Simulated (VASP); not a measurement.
Here is the system:

```xyz
3
Lattice="0.0000 2.9263 2.9263 2.9263 0.0000 2.9263 2.9263 2.9263 0.0000" Properties=species:S:1:pos:R:3 pbc="T T T"
Li     1.4631     1.4631     1.4631
Li     4.3894     4.3894     4.3894
Se     0.0000     0.0000     0.0000
```

Level of theory: LDA (Ceperley-Alder, Perdew-Zunger), VASP's LDA PAW potentials (set 64) (plane waves; VASP). Settings: 520 eV cut-off, 9×9×9 Γ-centred mesh, tetrahedra with Blöchl corrections, potentials Li_sv Se.

Q: Estimate the energy per atom (σ→0).

A: 
```yaml
energy per atom (σ→0): -4.060 eV/atom
```

Only differences to runs with the same potentials and settings are physical.

The compound is Li2Se in the antifluorite structure. It was relaxed first, which changed the volume by -7 %.
